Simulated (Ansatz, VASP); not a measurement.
# Sb (antimonene monolayer): VASP beside Ansatz

Aim: how closely do two programs agree when they are given the same cell, functional and k mesh? The structure shown is the start of the Ansatz relaxation below; VASP solves that cell, so the two are compared at the walk's first step.

Calculated with Ansatz 0.2.0; plane waves, with VASP 6.6.1 beside it; single point at PBE.

### 1. The structure

The cell holds 2 atoms: 2 Sb. Its edges and angles: a = 4.120 Å, b = 4.120 Å, c = 27.100 Å, α = 90.0°, β = 90.0°, γ = 120.0°. Vacuum lies along c. The height across the vacuum is the one that the program set for its solve, not the one typed.

### 2. Ansatz: relaxation, PBE

Ansatz runs on its default PAW (the set named soft_2) files.

The two programs are compared at the cell with which this relaxation starts, whose forces are those of its first step.

File input.yaml:

```yaml
crystal:
  lattice:
    - [4.12, 0.0, 0.0]
    - [-2.06, 3.5680246636, 0.0]
    - [0.0, 0.0, 15.649999999]
  atoms:
    - { symbol: Sb, position: [0.6666666667, 0.3333333333, 0.4472843451] }
    - { symbol: Sb, position: [0.3333333333, 0.6666666667, 0.5527156549] }
  periodic: [true, true, false]
kpoints:
  mp_grid: { grid: [9, 9, 1] }
hamiltonian:
  xc: pbe
scf:
  occupations: { method: fermi_dirac, width: 0.05 }
relax:
  f_tol: 0.01
  max_steps: 90
  cell: {}
```

Run with:

```bash
> ansatz run input.yaml --threads 4 --pin off --max-ram 8192MiB --backend cpu --events-out ev --progress --plain --runs-dir out
```

Numbers of over 12 decimals in the logs are rounded to 6 here.

Output:

```text
Warning: crystal.periodic: the lattice vector that does not repeat stood 0.000° off the slab's normal, 15.650 Å along it as the deck builds it. The run solves the slab on a vector along the normal, 27.100 Å long, with every atom where it was (on the deck's vector they left 14.00 Å outside them, and the widest stretch free of ions among them is 1.65 Å). A fractional position that the run reports is one of the run's ce [...]
crystal.periodic: the lattice vector that does not repeat stood 0.000° off the slab's normal, 15.650 Å along it as the deck builds it. The run solves the slab on a vector along the normal, 27.100 Å long, with every atom where it was (on the deck's vector they left 14.00 Å outside them, and the widest stretch free of ions among them is 1.65 Å). A fractional position that the run reports is one of the run's cell, which [...]
Engine: ansatz 0.2.0, x86_64-unknown-linux-gnu
Pseudopotentials: kind: paw
Pseudopotential: Sb, paw, valence charge 15, recommended cutoff 420 eV (normal), Sb.paw.azcp
Functional definition: PBE
  parameter kappa = 0.804
  parameter beta = 0.066725
  exchange = pbe_x(kappa = kappa, mu = beta*pi^2/3)
  correlation = pbe_c(beta = beta)
Crystal: 2 atoms, lattice volume = 398.377 Å³
Basis set: ecut = 420 eV, 7687 PW (Γ), exchange–correlation on 60×60×384 points (8 copies of the dense FFT grid, shifted against one another)
Bands: 19, of which v1, the nominal top of the filled ones, is band 15 counted from 1 (14 counted from 0)
Symmetry: 12 space group operations
Space group: P-3m1 (ITA 164), of the structure as read, at distance tolerance 7.4e-5 Å
k-points: 12 of 81
Non-local potential: Sb, projectors of the file, l = 0: 2, l = 1: 2, l = 2: 2, l = 3: 2
PAW form: soft (Blöchl's): semilocal exchange-correlation on the pseudo side does not see the compensation charge
PAW one-centre angular grid: Sb, 590 points (default); XC on 64 Gauss nodes
Initial density: superposition of atomic densities (neutral atoms: chi_scale 0, normalization atom), corrected by the library's trained network
Initial wavefunctions: pseudopotential atomic-orbital guess
Functional: x = pbe(κ = 0.804, μ = 0.219515), c = pbe(β = 0.066725)
SCF iter   1: F=—  HF=-12968.820858 eV  |F-HF|=—  |Δ(HF+E_count)|=         —  Δρ=7.04e-4  dr2=3.46e-3  ethr=1.77e-3  ⟨swp⟩=13.0  Hψ=1801  notcnv=0
preconditioner: auto → Resta (q_TF=auto, 1.773 Å⁻¹)  ε∞=1.6  [insulator: Δε(μ)=1.279 eV  Ē_g=7.826 eV  σ=0.050 eV  W_gap=1.00  n_scr=20 (ndim 8)  ℏωp=5.9 eV  f_vac=0.777  D(μ)=0.00/eV (n_scr^D=0)  ε∞_Penn≈1.6  vacuum switching on, ρ_ref=4.4e-3 e/Å³]
SCF iter   2: F=—  HF=-12968.819566 eV  |F-HF|=—  |Δ(HF+E_count)|=   1.29e-3  Δρ=4.09e-4  dr2=1.01e-3  ethr=1.15e-5  ⟨swp⟩=3.2  Hψ=638  notcnv=0
SCF iter   3: F=—  HF=-12968.820207 eV  |F-HF|=—  |Δ(HF+E_count)|=   6.41e-4  Δρ=1.43e-4  dr2=7.64e-5  ethr=3.36e-6  ⟨swp⟩=3.1  Hψ=479  notcnv=0
SCF iter   4: F=—  HF=-12968.820357 eV  |F-HF|=—  |Δ(HF+E_count)|=   1.50e-4  Δρ=4.30e-5  dr2=6.72e-6  ethr=2.55e-7  ⟨swp⟩=3.8  Hψ=531  notcnv=0
SCF iter   5: F=—  HF=-12968.820367 eV  |F-HF|=—  |Δ(HF+E_count)|=   9.88e-6  Δρ=1.10e-5  dr2=5.83e-7  ethr=2.24e-8  ⟨swp⟩=2.7  Hψ=441  notcnv=0
SCF iter   6: F=-12968.820367 eV  HF=-12968.820367 eV  |F-HF|=2.00e-8  |Δ(HF+E_count)|=   4.26e-7  Δρ=2.76e-6  dr2=3.04e-8  ethr=3.33e-10  ⟨swp⟩=7.4  Hψ=1079  notcnv=0
SCF 1 converged in 6 iterations: F = -12968.820367 eV  dr2 = 3.04e-8
  greatest PAW one-centre occupation: 0.996 electrons in one spin orbital (limit 2), on the Sb atom at site 1 (counted from 0), in its partial waves of l = 2
relax step   1: F+E_penalty+E_count = -12968.82036704 eV  Δ(F+E_penalty+E_count) = +0.000e0 eV  max|allowed force component| = 1.348e-1 eV/Å  Δτ_max = 0.0000 Å  P = -0.079 N/m  Ω = 398.377 Å³  fix = [c, alpha, beta]  reactions: c -0.000 N/m  (6 SCF iters, dr2 threshold 1.00e-7 eV, accepted)
[...]
relax step   2: F+E_penalty+E_count = -12968.81653543 eV  Δ(F+E_penalty+E_count) = +3.832e-3 eV  max|allowed force component| = 2.942e-1 eV/Å  Δτ_max = 0.0254 Å  P = +0.210 N/m  Ω = 399.680 Å³  energy of the carried Pulay correction = -3.948e-5 eV  fix = [c, alpha, beta]  (5 SCF iters, dr2 threshold 2.00e-7 eV, rejected (line search))
[...]
relax step   3: F+E_penalty+E_count = -12968.82140987 eV  Δ(F+E_penalty+E_count) = -1.043e-3 eV  max|allowed force component| = 1.351e-3 eV/Å  Δτ_max = 0.0081 Å  P = +0.002 N/m  Ω = 398.887 Å³  energy of the carried Pulay correction = -1.547e-5 eV  fix = [c, alpha, beta]  reactions: c +0.000 N/m  (7 SCF iters, accepted)
[...]
relax step   4: F+E_penalty+E_count = -12968.82142760 eV  Δ(F+E_penalty+E_count) = -1.772e-5 eV  max|allowed force component| = 1.357e-3 eV/Å  Δτ_max = 0.0000 Å  P = +0.002 N/m  Ω = 398.887 Å³  fix = [c, alpha, beta]  reactions: c +0.000 N/m  stress off target by 2.35e-3 N/m on what of the cell is left free  SCF on the basis re-selected at this cell (its energy is not comparable with the rows above)  (5 SCF iters)
basis re-selected at this cell: Δ(F+E_penalty+E_count) = -1.772e-5 eV, ΔP = -0.000 N/m vs the last step (what re-selecting the basis moved, of the pressure what is left beyond the Pulay correction that the steps carried, after the strain that the cell walked since its last selection, with what the two solves' SCF thresholds leave and, on support functions, any second-order correction that the steps lacked; it is no m [...]
SCF converged after 5 iterations
Free energy (F): -12968.821428 eV
Harris-Foulkes:  -12968.821428 eV  (|F-HF|=5.09e-11)
Internal energy: -12968.821427 eV  (E = F + TS)
E sigma→0 (E₀):  -12968.821427 eV
Entropy (-TS):   -0.000000 eV (-0.000 meV/atom)
Fermi energy:    -4.216427 eV
--- Per-component energies (eV) ---
  E_band       = -757.879226
  E_kinetic    = 412.483206
  E_local      = -34744.643971  (includes V_loc(G=0)·N_el)
  E_nonlocal   = 724.199398
  E_hartree    = 17014.707126
  E_xc         = -275.699831
  E_vxc        = -190.744932  (∫ρ·V_xc dr)
  E_paw        = -9150.503107  (= ΣΔE_a)
  E_vpaw       = -988.587025  (= ΣTr[D̂ρ^β])
  E_aug_tail   = -0.000003  (compensation charges beyond the density's cutoff)
  E_ewald      = 13050.635754
  E_smearing   = -0.000000  (= −TS)
  E_closure    = -0.000000  (closes the sum)
  Σ components = -12968.821428   (vs F -12968.821428, Δ=0.00e0)
--- Forces (eV/Å), atoms counted from 1 ---
  atom   1  Sb     0.00000000     0.00000000     0.00135749
  atom   2  Sb     0.00000000    -0.00000000    -0.00135749
  max |Σ_I F_I| component: 0.00e0 eV/Å
--- 2D stress c σ (N/m, compression-positive) ---
        0.002347       0.000000       0.000000
        0.000000       0.002347       0.000000
        0.000000       0.000000       0.000000
  P = ½ c Tr σ = 0.0023 N/m
--- Relaxed structure (3 steps of the walk, 2 accepted, 1 SCFs on fresh bases) ---
  F+E_penalty+E_count = -12968.82142760 eV   max|allowed force component| = 1.357e-3 eV/Å   (the final SCF, on the basis selected at the relaxed cell)
  cell:  # Å, volume = 398.8872 Å³
    - [4.122637, 0.0, 0.0]
    - [-2.061319, 3.570309, 0.0]
    - [0.0, 0.0, 27.100000]
  atoms:
    - { symbol: Sb, position: [0.666667, 0.333333, 0.258601] }
    - { symbol: Sb, position: [0.333333, 0.666667, 0.318890] }
```

The column dr2 measures how far the density is from self-consistency, as an energy; F and HF (Harris–Foulkes) agree once it is small.

### 3. VASP: single point, PBE, start cell

The same cell, functional, mesh and smearing now go to VASP, with its own data sets.

Lines of VASP's logs that name or quote its potential files are left out, and so is its time.

File INCAR:

```
SYSTEM = Sb
PREC = Accurate
ENCUT = 400
EDIFF = 1E-06
NELM = 120
ISMEAR = -1
SIGMA = 0.05
LREAL = .FALSE.
ALGO = Normal
GGA = PE
NBANDS = 11
LORBIT = 11
LWAVE = .FALSE.
LCHARG = .FALSE.
ISIF = 2
LDIPOL = .TRUE.
IDIPOL = 3
DIPOL = 0.5 0.5 0.289
LVHAR = .TRUE.
LASPH = .TRUE.
GGA_COMPAT = .FALSE.
EFERMI = MIDGAP
NELMDL = -8
```

File POSCAR:

```
Sb
1.0
    4.1200000000      0.0000000000      0.0000000000
   -2.0600000000      3.5680250000      0.0000000000
    0.0000000000      0.0000000000     27.1000000000
Sb
2
Direct
    0.6666667134      0.3333334268      0.2583025830
    0.3333332866      0.6666665732      0.3191881919
```

File KPOINTS:

```
Automatic mesh
0
Gamma
9 9 1
0 0 0
```

PAW data sets: Sb (PBE family, release 64).

Run with:

```bash
> mpirun -np 1 vasp_std
```

Output:

```text
[banner, memory and clock lines left out]
running    1 mpi-ranks, on    1 nodes
 distrk:  each k-point on    1 cores,    1 groups
 distr:  one band on    1 cores,    1 groups

 POSCAR found type information on POSCAR Sb
 POSCAR found :  1 types and       2 ions
 LDA part: xc-table for (Slater+PW92), standard interpolation
 POSCAR, INCAR and KPOINTS ok, starting setup
 FFT: planning ... GRIDC
 FFT: planning ... GRID_SOFT
 FFT: planning ... GRID
 WAVECAR not read
 entering main loop
       N       E                     dE             d eps       ncg     rms          rms(c)
DAV:   1     0.524411700446E+02    0.52441E+02   -0.21760E+03   264   0.450E+02
DAV:   2    -0.341086906192E+01   -0.55852E+02   -0.50518E+02   430   0.819E+01
DAV:   3    -0.807894888959E+01   -0.46681E+01   -0.46589E+01   369   0.311E+01
DAV:   4    -0.814647268006E+01   -0.67524E-01   -0.67498E-01   350   0.463E+00
DAV:   5    -0.814862746136E+01   -0.21548E-02   -0.21548E-02   371   0.955E-01
DAV:   6    -0.814872523789E+01   -0.97777E-04   -0.97777E-04   366   0.156E-01
DAV:   7    -0.814872781505E+01   -0.25772E-05   -0.25773E-05   381   0.238E-02
DAV:   8    -0.814872786416E+01   -0.49109E-07   -0.49193E-07   293   0.278E-03    0.291E+00
DAV:   9    -0.812272290678E+01    0.26005E-01   -0.12801E-02   303   0.583E-01    0.180E+00
DAV:  10    -0.810470254433E+01    0.18020E-01   -0.34462E-02   317   0.949E-01    0.994E-02
DAV:  11    -0.810462519041E+01    0.77354E-04   -0.17588E-03   325   0.223E-01    0.381E-02
DAV:  12    -0.810443427761E+01    0.19091E-03   -0.26853E-04   369   0.832E-02    0.193E-02
DAV:  13    -0.810441614847E+01    0.18129E-04   -0.67669E-05   299   0.347E-02    0.122E-02
DAV:  14    -0.810445014604E+01   -0.33998E-04   -0.33713E-05   302   0.204E-02    0.646E-03
DAV:  15    -0.810457085638E+01   -0.12071E-03   -0.27832E-05   296   0.193E-02    0.275E-03
DAV:  16    -0.810461470410E+01   -0.43848E-04   -0.34284E-06   367   0.706E-03    0.134E-03
DAV:  17    -0.810464152624E+01   -0.26822E-04   -0.13869E-06   329   0.403E-03    0.872E-04
DAV:  18    -0.810466859737E+01   -0.27071E-04   -0.16625E-06   342   0.318E-03    0.477E-04
DAV:  19    -0.810467847474E+01   -0.98774E-05   -0.26822E-07   364   0.135E-03    0.390E-04
DAV:  20    -0.810468376247E+01   -0.52877E-05   -0.13871E-07   287   0.879E-04    0.212E-04
DAV:  21    -0.810468566816E+01   -0.19057E-05   -0.47128E-08   296   0.503E-04    0.671E-05
DAV:  22    -0.810468632175E+01   -0.65359E-06   -0.12918E-08   271   0.237E-04
   1 F= -.81046863E+01 E0= -.81046861E+01  d E =-.387338E-06
```

OUTCAR, selected parts (step 3):

```text
ion  position               nearest neighbor table
   1  0.667  0.333  0.258-   2 2.89   2 2.89   2 2.89
   2  0.333  0.667  0.319-   1 2.89   1 2.89   1 2.89

  LATTYP: Found a hexagonal cell.
 ALAT       =     4.1200000000
 C/A-ratio  =     6.5776699029

 Subroutine GETGRP returns: Found 12 space group operations
 (whereof  6 operations were pure point group operations)

The static configuration has the point symmetry C_3v.
 The point group associated with its full space group is D_3d.

 Found     12 irreducible k-points:

   k-points           NKPTS =     12   k-points in BZ     NKDIM =     12   number of bands    NBANDS=     11

   dimension x,y,z NGX =    28 NGY =   28 NGZ =  180
   dimension x,y,z NGXF=    56 NGYF=   56 NGZF=  360

   ENCUT  =  400.0 eV  29.40 Ry    5.42 a.u.   6.72  6.72 44.19*2*pi/ulx,y,z

   NELECT =      10.0000    total number of electrons

 k-points in reciprocal lattice and weights: Automatic mesh
   0.00000000  0.00000000  0.00000000       0.012
   0.11111111  0.00000000  0.00000000       0.074
   0.22222222  0.00000000  0.00000000       0.074
   0.33333333  0.00000000  0.00000000       0.074
   0.44444444  0.00000000  0.00000000       0.074
   0.11111111  0.11111111  0.00000000       0.074
   0.22222222  0.11111111  0.00000000       0.148
   0.33333333  0.11111111  0.00000000       0.148
   0.44444444  0.11111111  0.00000000       0.074
   0.22222222  0.22222222  0.00000000       0.074
   0.33333333  0.22222222  0.00000000       0.148
   0.33333333  0.33333333  0.00000000       0.025

 dipolmoment           0.000000      0.000000     -0.000000 electrons x Angstroem

 average (electrostatic) potential at core
       1 -95.3688       2 -95.3688

 E-fermi :  -2.4831

 k-point     1 :       0.0000    0.0000    0.0000
  band No.  band energies     occupation
      1     -14.3409      2.00000
      2      -9.4070      2.00000
      3      -3.7027      2.00000
      4      -3.0874      1.99999
      5      -3.0874      1.99999
      6      -1.5380      0.00000
      7      -0.3157      0.00000
      8      -0.3157      0.00000
      9       1.1951      0.00000
     10       1.4480      0.00000
    ...

 k-point     2 :       0.1111    0.0000    0.0000
  band No.  band energies     occupation
      1     -14.2108      2.00000
      2      -9.4068      2.00000
      3      -4.1707      2.00000
      4      -3.6493      2.00000
      5      -3.3685      2.00000
      6      -1.0343      0.00000
      7      -0.2728      0.00000
      8      -0.0523      0.00000
      9       1.3676      0.00000
     10       1.5943      0.00000
    ...

 k-point     3 :       0.2222    0.0000    0.0000
  band No.  band energies     occupation
      1     -13.8287      2.00000
      2      -9.5150      2.00000
      3      -5.4600      2.00000
      4      -3.9006      2.00000
      5      -3.6064      2.00000
      6      -1.6377      0.00000
      7       0.3241      0.00000
      8       0.3671      0.00000
      9       1.6872      0.00000
     10       2.0234      0.00000
    ...

  Total       -0.0458643     -0.0458643     -0.0972656      0.0000000     -0.0000000      0.0000000
  in kB       -0.1844552     -0.1844552     -0.3911789      0.0000000     -0.0000000      0.0000000
  external PRESSURE =      -0.2533631 kB  Pullay stress =       0.0000000 kB

  energy-cutoff  :      400.00
  volume of cell :      398.38
      direct lattice vectors                 reciprocal lattice vectors
     4.120000000  0.000000000  0.000000000     0.242718447  0.140133547  0.000000000
    -2.060000000  3.568025000  0.000000000     0.000000000  0.280267095  0.000000000
     0.000000000  0.000000000 27.100000000     0.000000000  0.000000000  0.036900369

 POSITION                                       TOTAL-FORCE (eV/Angst)
 -----------------------------------------------------------------------------------
      2.06000      1.18934      7.00000        -0.000000      0.000000      0.055694
      0.00000      2.37868      8.65000         0.000000      0.000000     -0.055694
 -----------------------------------------------------------------------------------
    total drift:                                0.000000     -0.000000     -0.000004

  FREE ENERGIE OF THE ION-ELECTRON SYSTEM (eV)
  ---------------------------------------------------
  free  energy   TOTEN  =        -8.1046863217 eV

  energy  without entropy=       -8.1046859344  energy(sigma->0) =       -8.10468613

 vacuum level on the upper side and lower side of the slab         1.730         1.730

 total charge
# of ion       s       p       d       tot
------------------------------------------
    1        1.212   1.159   0.026   2.397
    2        1.212   1.159   0.026   2.397
--------------------------------------------------
tot          2.424   2.319   0.052   4.794

[... 3 further parts left out ...]
```

### 4. Differences

Known differences besides the potentials themselves: Ansatz cuts the interaction across the vacuum, VASP repeats the sheet with a dipole correction; the data sets hold 30 valence electrons in Ansatz (on its default PAW (the set named soft_2) files) and 10 in VASP; the cutoff is 420 eV in Ansatz and 400 eV in VASP. Total energies have different zeros and are not compared.

Forces (eV/Å; atoms numbered as in POSCAR):

```csv
atom,"Ansatz x, y, z","VASP x, y, z"
Sb1,"0.000, 0.000, 0.135","0.000, 0.000, 0.056"
Sb2,"0.000, 0.000, -0.135","0.000, 0.000, -0.056"
```

The forces differ by 46 meV/Å r.m.s., which is 142.0 % of the r.m.s. force of 0.032 eV/Å (both taken over all components). With vacuum in the cell, a pressure given here is an average over mostly empty space and none of the material.

### 5. Outcome

- r.m.s. force difference (single point, PBE, start cell): 46 meV/Å

In words: The r.m.s. force difference is 46 meV/Å (single point, PBE, start cell), beyond the 12 meV/Å picked in this series as the mark of a large difference. The data sets hold unlike numbers of valence electrons (30 in Ansatz and 10 in VASP), so part of the differences comes from the potentials. What causes the difference of the single point, PBE, start cell pair stays open here. 1 further run of this series is not shown here. How closely two codes agree says nothing of how well the functional describes the real material.

[Lines on the potential files, build, host, timing and source positions are cut from VASP's logs without a mark.]

[Logs are printed without paths, hosts, clocks, repeated set-up lines and the standing remarks that a program may print on its own settings, such as how far it seeks lower states.]

[Hosts, paths, dates, database ids (printed as entryN), source tags and the programs' standing remarks are cut or masked in the printed files.]
